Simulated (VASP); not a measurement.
```yaml
crystal:
  lattice:
    - [5.08466, 0.00000, 0.00000]
    - [0.00000, 5.16649, 0.00000]
    - [0.00000, 0.00000, 4.89268]
  atoms:
    - { symbol: Hf, position: [0.27746, 0.28190, 0.72793] }
    - { symbol: Hf, position: [0.72254, 0.71810, 0.72793] }
    - { symbol: Hf, position: [0.77746, 0.21810, 0.27207] }
    - { symbol: Hf, position: [0.22254, 0.78190, 0.27207] }
    - { symbol: O, position: [0.50000, 0.50000, 0.42471] }
    - { symbol: O, position: [0.00000, 0.00000, 0.57529] }
    - { symbol: O, position: [0.50000, 0.00000, 0.51088] }
    - { symbol: O, position: [0.00000, 0.50000, 0.48912] }
    - { symbol: O, position: [0.31328, 0.66350, 0.89561] }
    - { symbol: O, position: [0.68672, 0.33650, 0.89561] }
    - { symbol: O, position: [0.81328, 0.83650, 0.10439] }
    - { symbol: O, position: [0.18672, 0.16350, 0.10439] }
```

All values below come from r2SCAN meta-GGA, VASP's PBE PAW potentials (set 64) (plane waves; VASP). Run with 520 eV cut-off, 5×5×5 Γ-centred mesh, tetrahedra with Blöchl corrections, potentials Hf_pv O.

Unless said otherwise, spin-orbit coupling is left out, though it shifts the bands of the heavy elements here.

### Question
Predict the energy per atom (σ→0), band gap (over mesh and band path) with the smallest direct gap where there is one.

### Answer

The band gap (over mesh and band path) is 4.34 eV and the smallest direct gap (over mesh and band path) is 4.34 eV. The energy per atom (σ→0) is -22.849 eV/atom.

Total energies compare only between runs with the same potentials, cut-off and functional.

The structure comes from a computed database's HfO2 entry (P2_12_12); how it stands against other phases isn't given here. It was relaxed first.
